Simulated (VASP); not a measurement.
A convergence study with VASP on CaF2 (fluorite): one setting is varied, all else stays as given below, so the limit is that of these other settings.

```
CELL_PARAMETERS angstrom
      0.00000     2.73000     2.73000
      2.73000     0.00000     2.73000
      2.73000     2.73000     0.00000
ATOMIC_POSITIONS crystal
  Ca 0.00000 0.00000 0.00000
  F  0.25000 0.25000 0.25000
  F  0.75000 0.75000 0.75000
```

Calculation: PBE GGA, VASP's PBE PAW potentials (set 64) (plane waves; VASP). The tightest run used: 700 eV cut-off, 16×16×16 Γ-centred mesh, tetrahedra with Blöchl corrections, potentials Ca_sv F.

Gaps are read on the run's mesh, which can miss a band edge.

Problem. The settings run are 3×3×3 mesh; 4×4×4 mesh; 5×5×5 mesh; 6×6×6 mesh; 7×7×7 mesh; 8×8×8 mesh; 9×9×9 mesh; 10×10×10 mesh; 11×11×11 mesh; 12×12×12 mesh; 13×13×13 mesh; 14×14×14 mesh; 15×15×15 mesh; 16×16×16 mesh. From which on does the gap on the mesh stay within 0.05 eV of the tightest run?

Solution. From 6×6×6 mesh on: it is off by 0.000 there and by no more than 0.05 in any finer run, while 5×5×5 mesh is off by 0.062.
```csv
setting,E (eV/atom),gap on the mesh (eV),irreducible k-points,difference judged (eV)
3×3×3 mesh,-5.7787,7.446,4,0.157
4×4×4 mesh,-5.7794,7.289,8,0.000
5×5×5 mesh,-5.7794,7.351,10,0.062
6×6×6 mesh,-5.7792,7.289,16,0.000
7×7×7 mesh,-5.7793,7.319,20,0.030
8×8×8 mesh,-5.7793,7.289,29,0.000
9×9×9 mesh,-5.7793,7.307,35,0.018
10×10×10 mesh,-5.7793,7.289,47,0.000
11×11×11 mesh,-5.7793,7.301,56,0.012
12×12×12 mesh,-5.7793,7.289,72,0.000
13×13×13 mesh,-5.7793,7.297,84,0.008
14×14×14 mesh,-5.7793,7.289,104,0.000
15×15×15 mesh,-5.7793,7.295,120,0.006
16×16×16 mesh,-5.7793,7.289,145,0.000
```

Left out are rungs that failed or repeat a setting and relaxations that didn't move; long series are thinned to 24 rows.

The compound is CaF2 in the fluorite structure. The cell was not relaxed at this level.
